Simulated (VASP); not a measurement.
Level of theory: PBE GGA, VASP's PBE PAW potentials (set 64) (plane waves; VASP).

Input for VASP

INCAR:
```
! general
SYSTEM = MgB2
PREC   = Accurate
ENCUT  = 520   ! plane-wave cut-off (eV)
LREAL  = .FALSE.
LASPH  = .TRUE.   ! aspherical one-centre terms
NELECT = 7.98

! electronic loop
EDIFF  = 1E-6   ! SCF stop (eV)
NELM   = 100   ! most electronic steps
ALGO   = Normal

! smearing
ISMEAR = 0
SIGMA  = 0.05   ! width (eV)

! functional
GGA    = PE

! ions
ISIF   = 2   ! forces and stress, cell fixed

! output
LWAVE  = .FALSE.
LCHARG = .FALSE.
```

File POSCAR:
```
MgB2
1
    1.4989860000    -2.6475740000     0.0000000000
    1.4989860000     2.6475740000     0.0000000000
    0.0000000000     0.0000000000     3.6252630000
Mg B
1 2
Direct
  0.0000000000   0.0000000000   0.0000000000
  0.3333330000   0.6666670000   0.5000000000
  0.6990050000   0.3656710000   0.5000000000
```

### KPOINTS
```
K-points
0
Gamma
11 11 8
0 0 0
```

POTCAR, in this order: Mg B (PBE.64 set). Program: vasp_std.

Output

**OSZICAR**
```
       N       E                     dE             d eps       ncg     rms          rms(c)
DAV:   1     0.688659961451E+01    0.68866E+01   -0.34041E+03  5144   0.724E+02
DAV:   2    -0.169799125715E+02   -0.23867E+02   -0.22880E+02  7008   0.112E+02
DAV:   3    -0.172924524070E+02   -0.31254E+00   -0.31177E+00  6040   0.158E+01
DAV:   4    -0.172930377563E+02   -0.58535E-03   -0.58510E-03  7904   0.625E-01
DAV:   5    -0.172930379825E+02   -0.22616E-06   -0.22581E-06  6120   0.933E-03    0.564E+00
DAV:   6    -0.156128037366E+02    0.16802E+01   -0.30535E+00  5496   0.953E+00    0.260E+00
DAV:   7    -0.153428841360E+02    0.26992E+00   -0.12749E+00  6184   0.611E+00    0.820E-01
DAV:   8    -0.153416896780E+02    0.11945E-02   -0.47873E-02  5680   0.167E+00    0.252E-01
DAV:   9    -0.153388709765E+02    0.28187E-02   -0.13360E-02  5928   0.622E-01    0.477E-02
DAV:  10    -0.153388605459E+02    0.10431E-04   -0.21568E-04  6768   0.135E-01    0.187E-02
DAV:  11    -0.153388600784E+02    0.46753E-06   -0.53922E-05  5880   0.464E-02    0.711E-03
DAV:  12    -0.153388577575E+02    0.23209E-05   -0.13331E-05  5848   0.214E-02    0.106E-03
DAV:  13    -0.153388577831E+02   -0.25531E-07   -0.26311E-07  3480   0.420E-03
   1 F= -.15338858E+02 E0= -.15338361E+02  d E =-.992891E-03
```

File OUTCAR:
```
------------------------ aborting loop because EDIFF is reached ----------------------------------------
  FORCE on cell =-STRESS in cart. coord.  units (eV):
  Direction    XX          YY          ZZ          XY          YZ          ZX
  --------------------------------------------------------------------------------------
  Total        2.2735364      0.5201384     -1.4581182     -0.5273075      0.0000000      0.0000000
  in kB      126.5893860     28.9610487    -81.1873030    -29.3602220      0.0000000      0.0000000
  external PRESSURE =      24.7877106 kB  Pullay stress =       0.0000000 kB
  volume of cell :       28.77
      direct lattice vectors                 reciprocal lattice vectors
     1.498986000 -2.647574000  0.000000000     0.333558819 -0.188852134  0.000000000
     1.498986000  2.647574000  0.000000000     0.333558819  0.188852134  0.000000000
     0.000000000  0.000000000  3.625263000     0.000000000  0.000000000  0.275842056
 POSITION                                       TOTAL-FORCE (eV/Angst)
 -----------------------------------------------------------------------------------
      0.00000      0.00000      0.00000         0.206262      0.015836      0.000000
      1.49899      0.88253      1.81263         0.813791     -0.358992      0.000000
      1.59593     -0.88253      1.81263        -1.020053      0.343157      0.000000
 -----------------------------------------------------------------------------------
    total drift:                                0.000008     -0.000001      0.000000
  FREE ENERGIE OF THE ION-ELECTRON SYSTEM (eV)
  ---------------------------------------------------
  free  energy   TOTEN  =       -15.3388577831 eV

  energy  without entropy=      -15.3378648923  energy(sigma->0) =      -15.33836134
```
(Selected blocks of OUTCAR.)

The cell is charged, with a uniform compensating background.

The compound is MgB2 in the AlB2 type structure. The cell was not relaxed at this level, atoms are displaced from their ideal sites. The run is one of a series of settings (ISMEAR = 0, NELECT = 7.98, SIGMA = 0.05 against the base run), some of them coarse on purpose.
